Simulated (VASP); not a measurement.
Input:

```yaml
crystal:
  lattice:
    - [3.49666, 0.00000, 0.00000]
    - [-1.74833, 3.02820, 0.00000]
    - [0.00000, 0.00000, 23.46310]
  atoms:
    - { symbol: Te, position: [0.33333, 0.66667, 0.22581] }
    - { symbol: Te, position: [0.66667, 0.33333, 0.77419] }
    - { symbol: Te, position: [0.66667, 0.33333, 0.92884] }
    - { symbol: Te, position: [0.33333, 0.66667, 0.07116] }
    - { symbol: W, position: [0.33333, 0.66667, 0.85141] }
    - { symbol: W, position: [0.66667, 0.33333, 0.14859] }
```

Computed with PBEsol GGA, VASP's PBE PAW potentials (set 64) (plane waves; VASP 6.6.1). Settings: 400 eV cut-off, 8×8×1 Γ-centred mesh, tetrahedra with Blöchl corrections, potentials Te W_sv.

The cell holds a wide vacuum, so values per volume refer to the whole cell. The cores are frozen, which limits the accuracy of field gradients.

Q: Give the principal components of the electric field gradient (V/Å²) and the asymmetry η at each nucleus.

A: 
| atom | Vxx | Vyy | Vzz | η |
|---|---|---|---|---|
| Te1 | 85.4 | 85.4 | -170.9 | 0.00 |
| Te2 | 85.4 | 85.4 | -170.9 | 0.00 |
| Te3 | 71.5 | 71.5 | -143.0 | 0.00 |
| Te4 | 71.5 | 71.5 | -143.0 | 0.00 |
| W5 | 81.3 | 81.3 | -162.6 | 0.00 |
| W6 | 81.3 | 81.3 | -162.6 | 0.00 |

The cell is a sheet with vacuum, built from a database entry that may be metastable or hypothetical.
